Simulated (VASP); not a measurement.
Consider the following.

```yaml
crystal:
  lattice:
    - [1.58496, -2.74524, 0.00000]
    - [1.58496, 2.74524, 0.00000]
    - [0.00000, 0.00000, 13.24741]
  atoms:
    - { symbol: Mo, position: [0.33333, 0.66667, 0.25000] }
    - { symbol: Mo, position: [0.66667, 0.33333, 0.75000] }
    - { symbol: S, position: [0.33333, 0.66667, 0.86769] }
    - { symbol: S, position: [0.66667, 0.33333, 0.36769] }
    - { symbol: S, position: [0.66667, 0.33333, 0.13231] }
    - { symbol: S, position: [0.33333, 0.66667, 0.63231] }
```

All values below come from MS2 meta-GGA, VASP's PBE PAW potentials (set 64) (plane waves; VASP). Settings: 520 eV cut-off, 9×9×2 Γ-centred mesh, tetrahedra with Blöchl corrections, potentials Mo_sv S.

The cores are frozen, which limits the accuracy of field gradients.

**Question.** Give the principal components of the electric field gradient (V/Å²) and the asymmetry η at each nucleus.

**Answer.** 
| atom | Vxx | Vyy | Vzz | η |
|---|---|---|---|---|
| Mo1 | 44.1 | 44.1 | -88.2 | 0.00 |
| Mo2 | 44.1 | 44.1 | -88.2 | 0.00 |
| S3 | 28.5 | 28.5 | -57.1 | 0.00 |
| S4 | 28.5 | 28.5 | -57.1 | 0.00 |
| S5 | 28.5 | 28.5 | -57.1 | 0.00 |
| S6 | 28.5 | 28.5 | -57.1 | 0.00 |

The compound is MoS2 in the 2H layered structure. It was relaxed first, which changed the volume by +8 %.
